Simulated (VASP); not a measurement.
Input of a VASP 6.6.1 run:

Contents of INCAR:

```
PREC = Accurate
ENCUT = 520
EDIFF = 1E-7
ISMEAR = 0
SIGMA = 0.02
LREAL = False
LASPH = True
NELM = 80
ALGO = Normal
ISIF = 3
LWAVE = False
LCHARG = False
GGA = PE
IBRION = 2
NSW = 80
EDIFFG = -0.002
```

File KPOINTS:

```
regular mesh
0
Gamma
  6 6 6
```

Contents of POSCAR:

```
CdTe                                    
1.0
    0.0000000000      3.3122743596      3.3122743596
    3.3122743596      0.0000000000      3.3122743596
    3.3122743596      3.3122743596     -0.0000000000
  Cd              Te            
     1     1
Direct
     0.0000000000000000    0.0000000000000000    0.0000000000000000
     0.2500000000000000    0.2500000000000000    0.2500000000000000
```

Potentials or basis: VASP PAW PBE potentials, release 64 (Cd, Te).

Launch:

```bash
$ cat potpaw_PBE.64/Cd/POTCAR potpaw_PBE.64/Te/POTCAR > POTCAR
$ mpirun -np 1 vasp_std > vasp.out
```

Q: Estimate the space group after relaxing (to 0.05 Å).

A: F-43m (No. 216).

Q: Estimate the relaxed cell.

A: a = 4.685 Å, b = 4.685 Å, c = 4.685 Å, α = 60.00°, β = 60.00°, γ = 60.00°.

Q: What does it give for the relaxed volume?

A: 36.36 Å³/atom.

Final structure:
```
Cd Te
1.0
     0.00000    3.31282    3.31282
     3.31282    0.00000    3.31282
     3.31282    3.31282    0.00000
Cd Te
1 1
Cartesian
  6.6256 6.6256 6.6256
  1.6564 1.6564 1.6564
```
